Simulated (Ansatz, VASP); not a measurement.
## InH: VASP beside Ansatz

Wanted: the spread between two codes on one cell, functional and k mesh. The cell is generated by rule, not measured, and may not be a known phase. The cell is taken from a series of runs on this material, whose earlier steps may have relaxed, scaled, displaced or heated it; both programs get it as it stands.

Method: plane waves, with VASP 6.6.1 beside it; zone-centre phonons at PBE, in Ansatz 0.2.0.

The structure was built from a prototype and need not be the compound's stable phase.

## (1) Set-up

The structure is tetragonal, space group P4/nmm (No. 129). Conventional cell: a = 3.442 Å, b = 3.442 Å, c = 5.488 Å, α = 90.00°, β = 90.00°, γ = 90.00°. In has 1 H at 2.06 Å nearest. H has 1 In at 2.06 Å nearest. Farther neighbours are not listed.

Coordinates:

```cif
data_structure
_symmetry_space_group_name_H-M 'P4/nmm:1'
_symmetry_Int_Tables_number 129
_cell_length_a 3.4415
_cell_length_b 3.4415
_cell_length_c 5.4884
_cell_angle_alpha 90.000
_cell_angle_beta 90.000
_cell_angle_gamma 90.000
_cell_volume 65.00
loop_
_atom_site_label
_atom_site_type_symbol
_atom_site_symmetry_multiplicity
_atom_site_Wyckoff_symbol
_atom_site_fract_x
_atom_site_fract_y
_atom_site_fract_z
_atom_site_occupancy
In1 In 2 c 0.00000 0.50000 0.25984 1
H1 H 2 c 0.00000 0.50000 0.88531 1
```

## (2) Ansatz: zone-centre phonons, PBE

Ansatz runs on its default PAW (the set named soft_2) files.

Second derivatives magnify differences that forces hide, and they need a tight electronic threshold.

File input.yaml:

```yaml
crystal:
  lattice:
    - [3.441518446, 0.0, 0.0]
    - [0.0, 3.441518446, 0.0]
    - [0.0, 0.0, 5.4883691254]
  atoms:
    - { symbol: In, position: [0.0, 0.5, 0.2598376564] }
    - { symbol: In, position: [0.5, 0.0, 0.7401623436] }
    - { symbol: H, position: [0.0, 0.5, 0.8853144128] }
    - { symbol: H, position: [0.5, 0.0, 0.1146855872] }
kpoints:
  mp_grid: { grid: [12, 12, 8] }
hamiltonian:
  xc: pbe
scf:
  occupations: { method: methfessel_paxton, width: 0.2 }
output:
  eigenvalues: true
phonons:
  method: dfpt
```

Command:

```
ansatz run input.yaml --threads 4 --pin off --max-ram 7168MiB --backend cpu --events-out ev --progress --plain --runs-dir out
```

Numbers of over 12 decimals in the logs are rounded to 6 here.

Output:

```text
zone centre: on kpoints.mp_grid the ground state, and the responses unless they are solved on pairs of k-points, stand on 245 of the mesh's 1152 k-points, reduced under 4 symmetry operations, with k and −k counted as one. Each operation leaves every solved displacement unchanged or reverses it
Engine: ansatz 0.2.0, aarch64-unknown-linux-gnu
Pseudopotentials: kind: paw
Pseudopotential: In, paw, valence charge 13, recommended cutoff 420 eV (normal), In.paw.azcp
Pseudopotential: H, paw, valence charge 1, recommended cutoff 420 eV (normal), H.paw.azcp
Functional definition: PBE
  parameter kappa = 0.804
  parameter beta = 0.066725
  exchange = pbe_x(kappa = kappa, mu = beta*pi^2/3)
  correlation = pbe_c(beta = beta)
Crystal: 4 atoms, lattice volume = 65.005 Å³
Basis set: ecut = 420 eV, 1271 PW (Γ), exchange–correlation on 48×48×80 points (8 copies of the dense FFT grid, shifted against one another)
Bands: 18, of which v1, the nominal top of the filled ones, is band 14 counted from 1 (13 counted from 0)
Symmetry: 16 space group operations
k-points: 245 of 1152 (irreducible under 4 space group operations, time reversal used)
Non-local potential: In, projectors of the file, l = 0: 2, l = 1: 2, l = 2: 2, l = 3: 2
Non-local potential: H, projectors of the file, l = 0: 2, l = 1: 1
PAW form: soft (Blöchl's): semilocal exchange-correlation on the pseudo side does not see the compensation charge
PAW one-centre angular grid: In, 590 points (default); XC on 64 Gauss nodes
PAW one-centre angular grid: H, 110 points (default); XC on 64 Gauss nodes
Initial density: superposition of atomic densities (neutral atoms: chi_scale 0, normalization atom), corrected by the library's trained network
Initial wavefunctions: pseudopotential atomic-orbital guess
Functional: x = pbe(κ = 0.804, μ = 0.219515), c = pbe(β = 0.066725)
SCF iter   1: F=—  HF=-11225.984685 eV  |F-HF|=—  |Δ(HF+E_count)|=         —  Δρ=2.96e-3  dr2=6.64e-3  ethr=1.77e-3  ⟨swp⟩=6.3  Hψ=46746  notcnv=0  defer=2
automatic band count: the SCF goes on with 22 bands, as 18 were too few: the levels above may hold too much charge
preconditioner: auto → Kerker (q_TF=auto, 2.371 Å⁻¹)  [metal: Δε(μ)=0.009 eV  Ē_g=17.258 eV  σ=0.200 eV  W_gap=0.04  n_scr=16 (ndim 8)  ℏωp=24.4 eV  f_vac=0.000  D(μ)=0.79/eV (n_scr^D=2)]
SCF iter   2: F=—  HF=-11225.982032 eV  |F-HF|=—  |Δ(HF+E_count)|=   2.65e-3  S|Δr|=    0.00e0  Δρ=1.62e-3  dr2=2.33e-3  ethr=2.37e-5  ⟨swp⟩=1.1  Hψ=7456  notcnv=0  defer=3
SCF iter   3: F=—  HF=-11225.981696 eV  |F-HF|=—  |Δ(HF+E_count)|=   3.36e-4  S|Δr|=    0.00e0  Δρ=5.62e-4  dr2=1.39e-4  ethr=8.31e-6  ⟨swp⟩=3.0  Hψ=8378  notcnv=0  defer=3
SCF iter   4: F=—  HF=-11225.981663 eV  |F-HF|=—  |Δ(HF+E_count)|=   3.38e-5  S|Δr|=    0.00e0  Δρ=2.45e-4  dr2=3.53e-5  ethr=4.95e-7  ⟨swp⟩=2.7  Hψ=8410  notcnv=0  defer=3
SCF iter   5: F=—  HF=-11225.981668 eV  |F-HF|=—  |Δ(HF+E_count)|=   5.43e-6  S|Δr|=    0.00e0  Δρ=1.03e-4  dr2=4.63e-6  ethr=1.26e-7  ⟨swp⟩=2.0  Hψ=8320  notcnv=0  defer=3
SCF iter   6: F=—  HF=-11225.981667 eV  |F-HF|=—  |Δ(HF+E_count)|=   9.17e-7  S|Δr|=    0.00e0  Δρ=2.06e-5  dr2=2.70e-7  ethr=1.65e-8  ⟨swp⟩=2.0  Hψ=7350  notcnv=0  defer=3
SCF iter   7: F=—  HF=-11225.981667 eV  |F-HF|=—  |Δ(HF+E_count)|=   4.47e-7  S|Δr|=    0.00e0  Δρ=3.96e-6  dr2=1.07e-8  ethr=9.63e-10  ⟨swp⟩=2.0  Hψ=8249  notcnv=0  defer=3
SCF iter   8: F=—  HF=-11225.981667 eV  |F-HF|=—  |Δ(HF+E_count)|=   1.17e-9  S|Δr|=    0.00e0  Δρ=7.00e-7  dr2=1.01e-9  ethr=3.81e-11  ⟨swp⟩=2.0  Hψ=8133  notcnv=0  defer=3
SCF iter   9: F=—  HF=-11225.981667 eV  |F-HF|=—  |Δ(HF+E_count)|=  1.64e-11  S|Δr|=    0.00e0  Δρ=6.45e-7  dr2=1.75e-10  ethr=3.61e-12  ⟨swp⟩=2.2  Hψ=8115  notcnv=0  defer=3
SCF iter  10: F=-11225.981667 eV  HF=-11225.981667 eV  |F-HF|=7.28e-12  |Δ(HF+E_count)|=  8.00e-11  S|Δr|=    0.00e0  Δρ=7.09e-8  dr2=3.71e-12  ethr=1.00e-12  ⟨swp⟩=8.9  Hψ=31483  notcnv=0
SCF 1 converged in 10 iterations: F = -11225.981667 eV  dr2 = 3.71e-12
  greatest PAW one-centre occupation: 0.983 electrons in one spin orbital (limit 2), on the In atom at site 1 (counted from 0), in its partial waves of l = 2
DFPT response loops at Γ: preconditioner auto → Kerker (q_TF=auto, 2.371 Å⁻¹) (partly filled bands, converged f_vac=0.000); β = 1.00, the filter's whole step (`scf.mixing.beta` (0.50) is not read by the response loops under this deck's `scf.mixing.preconditioner`; to damp them name `kerker` or `kerker_dos`, under which they read `scf.mixing.beta`, and type it under 1.00, their step now; both keys bind the ground state too); Broyden in place of MSR1
SCF converged after 10 iterations
Stability not checked: this state was not tested for a lower state beside it, because cold or Methfessel-Paxton smearing, or corrected tetrahedra, fill the levels in a way that the test cannot read (fill_not_monotonic; see scf.lower_state_search)
Free energy (F): -11225.981667 eV
Harris-Foulkes:  -11225.981667 eV  (|F-HF|=7.28e-12)
Internal energy: -11225.981620 eV  (E = F + TS)
E sigma→0 (E₀):  -11225.981655 eV
Entropy (-TS):   -0.000047 eV (-0.012 meV/atom)
Fermi energy:    7.992714 eV
--- Per-component energies (eV) ---
  E_band       = -95.153519
  E_kinetic    = 506.600702
  E_local      = -2335.316686  (includes V_loc(G=0)·N_el)
  E_nonlocal   = 735.336112
  E_hartree    = 908.809243
  E_xc         = -448.905735
  E_vxc        = -221.672966  (∫ρ·V_xc dr)
  E_paw        = -8304.479453  (= ΣΔE_a)
  E_vpaw       = -597.717106  (= ΣTr[D̂ρ^β])
  E_aug_tail   = -0.002055  (compensation charges beyond the density's cutoff)
  E_ewald      = -2288.023748
  E_smearing   = -0.000047  (= −TS)
  E_closure    = -0.000000  (closes the sum)
  Σ components = -11225.981667   (vs F -11225.981667, Δ=0.00e0)
--- Band table (eV; the first three rows and the last of 245) ---
  k-point 0: bands = [... 10 lower, -1.5692, 3.6617, 4.3560, 8.0575, 12.0381, 12.0381, 15.0597, 15.5681, ... 4 higher]
  k-point 1: bands = [... 10 lower, -1.5006, 2.7563, 5.3977, 8.0829, 12.1325, 12.1325, 14.5358, 15.6265, ... 4 higher]
  k-point 2: bands = [... 10 lower, -1.3027, 1.7508, 6.7424, 8.2295, 12.4126, 12.4126, 13.6015, 15.1174, ... 4 higher]
  k-point 244: bands = [... 10 lower, 4.2110, 4.2110, 6.9868, 6.9868, 7.8505, 7.8505, 7.8757, 7.8757, ... 4 higher]
--- Phonons (Γ-DFPT): 4 representative perturbations + reference, on 245 of 1152 k-points (Σ response iterations 13) ---
  k mesh reduced under 4 symmetry operations, with k and −k counted as one. Each operation leaves every solved displacement unchanged or reverses it
  ASR residual: 3.010e-5 → 0.000e0 eV/Å²; symmetrization residual: 1.743e-6 eV/Å²
  ASR residual per site (eV/Å²): 1.78e-5 1.78e-5 3.01e-5 3.01e-5
  Γ frequencies (cm⁻¹): -345.84 -345.84 -17.39 -17.39 0.00 0.00 0.00 111.65 485.08 485.08 551.71 789.60
  non-analytic LO–TO correction: not included (Born effective charges unavailable; polar crystals: no LO–TO splitting at Γ)
```

In the SCF lines HF is the Harris–Foulkes energy and dr2 the Hartree energy of the density residual, in eV; the loop may stop once dr2 is under the threshold and the program's other checks hold. Hψ counts applications of the Hamiltonian.

(Continued in part 2 of 2.)

[Lines on the potential files, build, host, timing and source positions are cut from VASP's logs without a mark.]

[Logs are printed without paths, hosts, clocks, repeated set-up lines and the standing remarks that a program may print on its own settings, such as how far it seeks lower states.]

[Hosts, paths, dates, database ids (printed as entryN), source tags and the programs' standing remarks are cut or masked in the printed files.]
